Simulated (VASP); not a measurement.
Input:

```xyz
8
Lattice="-0.0071 5.7042 5.7145 5.7042 -0.0071 5.7145 2.8486 2.8486 0.0000" Properties=species:S:1:pos:R:3 pbc="T T T"
Zn     2.8486     2.8486     0.0045
S      1.4243     1.4243     1.2865
S      4.3526     1.3446     4.3635
S      1.3446     4.3526     4.3635
S      4.2728     4.2728     7.1451
Cd     5.6833     2.8624     2.8586
Cd     2.8624     5.6833     2.8586
Cd     2.8486     2.8486     5.6924
```

Computed with PBEsol GGA, VASP's PBE PAW potentials (set 64) (plane waves; VASP). Numerical set-up: 400 eV cut-off, Gaussian smearing of 0.050 eV, potentials Zn S Cd.

Task: Give the energies of bands 27 to 40 at the high-symmetry points, in eV from the valence-band maximum.

Result: 
```csv
band,Γ,Y,C0,Z,A0,T,S,R
27,-4.20,-2.55,-2.92,-3.77,-4.17,-4.33,-2.83,-4.02
28,-2.12,-2.46,-2.73,-3.62,-3.90,-4.04,-2.66,-4.00
29,-2.07,-2.41,-2.70,-2.61,-2.15,-2.14,-2.18,-2.38
30,-0.94,-2.10,-1.60,-2.52,-2.11,-2.08,-2.12,-2.25
31,-0.88,-1.46,-1.53,-2.49,-2.07,-2.06,-1.71,-2.15
32,-0.87,-1.27,-1.17,-2.41,-1.94,-1.99,-1.33,-2.04
33,-0.71,-1.01,-1.05,-2.25,-1.43,-0.96,-0.61,-1.64
34,-0.05,-0.99,-1.04,-2.11,-1.20,-0.83,-0.53,-1.54
35,-0.04,-0.79,-0.97,-0.98,-0.95,-0.78,-0.33,-1.32
36,0.00,-0.75,-0.43,-0.74,-0.90,-0.73,-0.33,-1.32
37,1.12,3.51,3.46,4.17,3.25,2.83,2.57,3.72
38,2.87,3.61,3.67,4.33,3.38,2.85,2.96,3.92
39,2.96,4.01,3.80,5.27,3.56,3.31,3.89,4.31
40,3.32,4.40,4.37,5.33,3.68,3.34,4.33,4.34
```

The gap is direct, 1.12 eV, from the valence maximum at Γ to the conduction minimum at Γ.

The structure was generated: Cd3ZnS4 was put into an ordered model structure (Amm2), which need not be its known phase. It was relaxed first.
